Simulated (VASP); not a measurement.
## SrTiO3: stress against strain

SrTiO3 (cubic perovskite, Pm-3m, 11.984 Å³/atom and stress up to 0.13 GPa in the relaxed cell, cube axes along x, y and z) under a strain ε along a cube axis (axis z), the other axes held. r2SCAN in VASP (plane waves, PAW), 600 eV, 8×8×8 Γ-centred mesh, Gaussian smearing 0.05 eV; ions are relaxed, or left where forces stay under 0.02 eV/Å, within the symmetry of each cell. Stress is positive for a compressed cell.

Here s stands for strain and y for stress zz.

| strain (%) | stress zz (GPa) |
|---|---|
| -1.50 | 5.57 |
| -1.00 | 3.57 |
| -0.50 | 1.67 |
| 0.00 | -0.13 |
| 0.50 | -1.85 |
| 1.00 | -3.46 |
| 1.50 | -4.99 |
| 3.00 | ? |

Taking a straight line for y over the 7 complete rows: Means: s 0, y 0.054. About the means, the sum of products is -24.630 and the sum of squares of s is 7.0000; the slope is their ratio. Least squares gives y = 0.054 - 3.5186·s. Residuals (row less fit): 0.238, -0.003, -0.143, -0.184, -0.145, 0.005, 0.234; standard error 0.193 (degrees of freedom: 5). The slope gives the elastic constant C11 = 352 ± 7 GPa (± standard error of the fit, which holds the terms cut off).

Problem. Estimate the missing y (s = 3.00); what did the run itself give?

Solution. y = 0.054 - 3.5186 × 3.0 = -10.502 GPa. The calculation gives -9.14 GPa, 1.362 GPa above the prediction (9.3 % of the range of y in the table). The row lies outside the fitted rows, so this is an extrapolation. From the scatter of the fitted rows alone, a prediction at this place has a standard error of 0.301 GPa, so the miss is 4.5 times that.

A polynomial of degree 2 through the 12 other runs of the series gives -9.06 there, so most of the miss is curvature that the fit leaves out. The primitive cell can neither tilt nor turn polar against its symmetry, as such crystals can under strain. SrTiO3 is here the ideal cubic form; the compound distorts at low or room temperature. Rows are the converged runs of the series near zero and its far end, less any whose ions stayed unrelaxed beside relaxed ones; series whose fitted rows scatter by over a few per cent of the range, as at a crossing or softening among them, aren't shown in this form. Most that stay on the fit to the last digits aren't either.
